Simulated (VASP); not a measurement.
These are PBEsol GGA, VASP's PBE PAW potentials (set 64) (plane waves; VASP 6.6.1) values and carry that method's errors.

A VASP calculation is set up with these files.

KPOINTS:
```
Automatic mesh
0
Gamma
10 10 10
0 0 0
```

### INCAR
```
SYSTEM = Nb3VN4
PREC = Accurate
ENCUT = 520
EDIFF = 1E-7
NELM = 100
ALGO = Normal
LREAL = .FALSE.
LASPH = .TRUE.
ISMEAR = -5
GGA = PS
LMAXMIX = 4
LWAVE = .FALSE.
LCHARG = .TRUE.
LORBIT = 11
NEDOS = 601
ISIF = 2
```

POSCAR:
```
Nb3VN4
1
    4.3191250448    -0.0000000000    -0.0000000000
    0.0000000000     4.3191250448     0.0000000000
    0.0000000000     0.0000000000     4.3191250448
V N Nb
1 4 3
Direct
  0.0000000000   0.0000000000   0.0000000000
  0.5000000000   0.5000000000   0.5000000000
  0.0000000000   0.0000000000   0.5000000000
  0.0000000000   0.5000000000   0.0000000000
  0.5000000000   0.0000000000   0.0000000000
  0.5000000000   0.5000000000   0.0000000000
  0.5000000000   0.0000000000   0.5000000000
  0.0000000000   0.5000000000   0.5000000000
```

POTCAR, in this order: V_sv N Nb_sv (PBE.64 set). Program: vasp_std.

Output

OSZICAR:
```
       N       E                     dE             d eps       ncg     rms          rms(c)
DAV:   1     0.948350487505E+03    0.94835E+03   -0.39249E+04  4816   0.182E+03
DAV:   2     0.419105056332E+01   -0.94416E+03   -0.92013E+03  5427   0.692E+02
DAV:   3    -0.942831328467E+02   -0.98474E+02   -0.96545E+02  7815   0.178E+02
DAV:   4    -0.101007506228E+03   -0.67244E+01   -0.66244E+01  7584   0.418E+01
DAV:   5    -0.101421077502E+03   -0.41357E+00   -0.40866E+00  8028   0.965E+00    0.347E+01
DAV:   6    -0.100497294993E+03    0.92378E+00   -0.22631E+02  6308   0.634E+01    0.419E+01
DAV:   7    -0.880195635191E+02    0.12478E+02   -0.19341E+02  6619   0.797E+01    0.162E+01
DAV:   8    -0.868263742459E+02    0.11932E+01   -0.25174E+01  6721   0.210E+01    0.105E+01
DAV:   9    -0.861940596979E+02    0.63231E+00   -0.82715E+00  6441   0.109E+01    0.480E+00
DAV:  10    -0.860693410932E+02    0.12472E+00   -0.13746E+00  7311   0.527E+00    0.173E+00
DAV:  11    -0.860705835756E+02   -0.12425E-02   -0.15088E-01  6578   0.213E+00    0.935E-01
DAV:  12    -0.860842199964E+02   -0.13636E-01   -0.17328E-01  6610   0.161E+00    0.116E+00
DAV:  13    -0.860693626010E+02    0.14857E-01   -0.12516E-01  6335   0.126E+00    0.443E-01
DAV:  14    -0.860694608999E+02   -0.98299E-04   -0.11708E-02  6387   0.496E-01    0.839E-02
DAV:  15    -0.860693843165E+02    0.76583E-04   -0.57786E-04  6741   0.127E-01    0.229E-02
DAV:  16    -0.860694558418E+02   -0.71525E-04   -0.62520E-05  7819   0.397E-02    0.121E-02
DAV:  17    -0.860694697782E+02   -0.13936E-04   -0.48871E-06  7221   0.105E-02    0.103E-02
DAV:  18    -0.860694403402E+02    0.29438E-04   -0.33850E-06  5405   0.754E-03    0.250E-03
DAV:  19    -0.860694339103E+02    0.64300E-05   -0.24697E-07  4578   0.271E-03    0.174E-03
DAV:  20    -0.860694358282E+02   -0.19179E-05   -0.63625E-08  3986   0.191E-03    0.763E-04
DAV:  21    -0.860694366991E+02   -0.87086E-06   -0.19249E-08  3864   0.121E-03    0.335E-04
DAV:  22    -0.860694372255E+02   -0.52649E-06   -0.74381E-09  3639   0.774E-04    0.181E-04
DAV:  23    -0.860694374165E+02   -0.19091E-06   -0.35170E-09  3560   0.515E-04    0.136E-04
DAV:  24    -0.860694374603E+02   -0.43890E-07   -0.20486E-09  3410   0.379E-04
   1 F= -.86069437E+02 E0= -.86069437E+02  d E =0.000000E+00
```

**OUTCAR**
```
------------------------ aborting loop because EDIFF is reached ----------------------------------------
  FORCE on cell =-STRESS in cart. coord.  units (eV):
  Direction    XX          YY          ZZ          XY          YZ          ZX
  --------------------------------------------------------------------------------------
  Total       -0.0888252     -0.0888252     -0.0888252      0.0000000      0.0000000     -0.0000000
  in kB       -1.7662797     -1.7662797     -1.7662797      0.0000000      0.0000000     -0.0000000
  external PRESSURE =      -1.7662797 kB  Pullay stress =       0.0000000 kB
  volume of cell :       80.57
      direct lattice vectors                 reciprocal lattice vectors
     4.319125045  0.000000000  0.000000000     0.231528374  0.000000000  0.000000000
     0.000000000  4.319125045  0.000000000     0.000000000  0.231528374  0.000000000
     0.000000000  0.000000000  4.319125045     0.000000000  0.000000000  0.231528374
 POSITION                                       TOTAL-FORCE (eV/Angst)
 -----------------------------------------------------------------------------------
      0.00000      0.00000      0.00000         0.000000      0.000000      0.000000
      2.15956      2.15956      2.15956         0.000000      0.000000      0.000000
      0.00000      0.00000      2.15956         0.000000      0.000000      0.000000
      0.00000      2.15956      0.00000         0.000000      0.000000      0.000000
      2.15956      0.00000      0.00000         0.000000      0.000000      0.000000
      2.15956      2.15956      0.00000         0.000000      0.000000      0.000000
      2.15956      0.00000      2.15956         0.000000      0.000000      0.000000
      0.00000      2.15956      2.15956         0.000000      0.000000      0.000000
 -----------------------------------------------------------------------------------
    total drift:                                0.000000     -0.000000     -0.000000
  FREE ENERGIE OF THE ION-ELECTRON SYSTEM (eV)
  ---------------------------------------------------
  free  energy   TOTEN  =       -86.0694374603 eV

  energy  without entropy=      -86.0694374603  energy(sigma->0) =      -86.06943746

 total charge

# of ion       s       p       d       tot
------------------------------------------
    1        2.201   6.208   3.158  11.567
    2        1.237   2.541   0.000   3.779
    3        1.234   2.502   0.000   3.736
    4        1.234   2.502   0.000   3.736
    5        1.234   2.502   0.000   3.736
    6        2.163   6.076   2.445  10.684
    7        2.163   6.076   2.445  10.684
    8        2.163   6.076   2.445  10.684
--------------------------------------------------
tot         13.630  34.484  10.494  58.607
```
(Selected blocks of OUTCAR.)

For a metal the tetrahedron method with Blöchl corrections gives inexact stress and forces.

The structure was generated: Nb3VN4 was put into an ordered model structure (Pm-3m), which need not be its known phase. It was relaxed first. The run is not spin-polarised, so no magnetic state was tried.
